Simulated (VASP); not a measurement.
An input for Quantum ESPRESSO's pw.x (written as the equivalent of a VASP run, and not itself run):

```
&CONTROL
  calculation = 'vc-relax'
  pseudo_dir = './pseudo'
  outdir = './out'
  tprnfor = .true.
  tstress = .true.
  nstep = 60
  forc_conv_thr = 0.00039
/
&SYSTEM
  ibrav = 0
  nat = 2
  ntyp = 2
  ecutwfc = 62
  occupations = 'smearing'
  smearing = 'gaussian'
  degauss = 0.003675
  input_dft = 'pbesol'
/
&ELECTRONS
  conv_thr = 7.3e-08
  electron_maxstep = 100
/
&IONS
/
&CELL
/
ATOMIC_SPECIES
  Tl 204.380 Tl.upf
  Cl 35.450 Cl.upf
CELL_PARAMETERS angstrom
     3.8400000    0.0000000    0.0000000
     0.0000000    3.8400000    0.0000000
     0.0000000    0.0000000    3.8400000
ATOMIC_POSITIONS crystal
  Tl   0.0000000  0.0000000  0.0000000
  Cl   0.5000000  0.5000000  0.5000000
K_POINTS automatic
  6 6 6 0 0 0
```

Task: Translate this input to VASP (INCAR, KPOINTS, POSCAR, choice of POTCAR).

Result: One answer among several that fit: 
File KPOINTS:
```
Automatic mesh
0
G
 6 6 6
```

INCAR:
```
# general
SYSTEM  = TlCl
PREC    = Accurate
ENCUT   = 400
LREAL   = .FALSE.
LASPH   = .TRUE.

# electronic loop
EDIFF   = 1E-6
NELM    = 100
ALGO    = Normal
LMAXMIX = 4

# smearing
ISMEAR  = 0
SIGMA   = 0.05

# functional
GGA     = PS

# ions
IBRION  = 2
NSW     = 60
ISIF    = 3
EDIFFG  = -0.01

# output
LWAVE   = .FALSE.
LCHARG  = .FALSE.
```

POSCAR:
```
TlCl
1
    3.8400000000     0.0000000000     0.0000000000
    0.0000000000     3.8400000000     0.0000000000
    0.0000000000     0.0000000000     3.8400000000
Tl Cl
1 1
Direct
  0.0000000000   0.0000000000   0.0000000000
  0.5000000000   0.5000000000   0.5000000000
```

POTCAR, in this order: Tl_d Cl (PBE.64 set). Program: vasp_std.

The two are equivalent in intent, not identical: the potentials are each code's own (VASP's PAW set, PseudoDojo norm-conserving files in pw.x), so ENCUT and ecutwfc are chosen apart and not converted; conv_thr bounds pw.x's estimated SCF error, while EDIFF bounds the energy change between steps; forc_conv_thr acts on force components and is met together with etot_conv_thr.

The compound is TlCl in the CsCl type structure. This run relaxes it. Symmetry was kept, so distortions that lower it aren't found.
